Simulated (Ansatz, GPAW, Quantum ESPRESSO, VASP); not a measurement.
## Code comparison for SrNiF₆ (R-3m, 8 atoms in the cell)

Self-consistent single point, at a second geometry (lattice scaled by 0.98). First geometry:

```yaml
crystal:
  lattice:
    - [3.63099, 2.09635, 2.25259]
    - [-3.63099, 2.09635, 2.25259]
    - [0.00000, -4.19270, 2.25259]
  atoms:
    - { symbol: Sr, position: [0.50000, 0.50000, 0.50000] }
    - { symbol: Ni, position: [0.00000, 0.00000, 0.00000] }
    - { symbol: F, position: [0.72210, 0.72210, 0.06795] }
    - { symbol: F, position: [0.27790, 0.27790, 0.93205] }
    - { symbol: F, position: [0.06795, 0.72210, 0.72210] }
    - { symbol: F, position: [0.93205, 0.27790, 0.27790] }
    - { symbol: F, position: [0.72210, 0.06795, 0.72210] }
    - { symbol: F, position: [0.27790, 0.93205, 0.27790] }
```

Shared settings, as Ansatz (a quantum-chemistry and plane-wave program) writes them: kpoints.mp_grid.grid = 5 5 5; scf.occupations.method = fixed. Potentials and cutoffs stand in the table.

```tsv
code	model	ΔF from the first geometry (meV/atom)	pressure (GPa)	largest force (eV/Å)	gap on the mesh (eV)	cutoff
GPAW	PBEsol, GPAW PAW datasets PBEsol (made by gpaw-setup)	-8.5	–	0.203	1.401	900 eV
Quantum ESPRESSO	PBEsol, PSlibrary ultrasoft (PBE) pseudopotentials	-11.6	0.03	0.130	1.399	55 Ry
Ansatz	PBEsol, PAW files made with PBE	-16.4	-1.00	0.072	1.344	420 eV
VASP	PBEsol, VASP's PBE PAW potentials (set 64)	-12.5	-11.73	0.049	1.284	400 eV
```

For VASP (by 11.3 GPa) the energy change implies a higher mean pressure, against the two pressures, than for the other programs: a sign of finite-basis (Pulay) stress.

A dash marks a value that a program does not give, or that is left out as unsure.

Gaps are read on the mesh.

The spread over the programs that give each value: ΔF from the first geometry within 7.9 meV/atom; pressure within 11.76 GPa; largest force within 0.154 eV/Å; gap on the mesh within 0.117 eV.

Ansatz's pressure is given at a fixed set of plane waves, as the other plane-wave codes print theirs; with its correction for the finite basis it is -0.50 GPa (the shift of 0.49 GPa shows how far the cutoff is from converged). The pressure of GPAW is left out: its cutoff lies under the one at which its stress was checked. In the force vectors, GPAW (by 0.130) and Ansatz (by 0.125) lie more than 0.08 eV/Å from the median of the plane-wave programs.

VASP's run is marked for a possible Pulay error in its stress at this cutoff; no cutoff test was made.

VASP ran the fixed occupations as a Gaussian smearing of 0.01 eV.

The starting cell comes from a database of computed structures (which also holds hypothetical and non-ambient phases and stackings), without a prior relaxation at this level. Its lattice was rescaled by a random factor within 2.5 % of one. For this run, on top of that: lattice scaled by 0.98.

Left out of this page: CP2K, FLEUR and SIESTA (not drawn, or without a comparable value).

Keys are those of Ansatz 0.2.
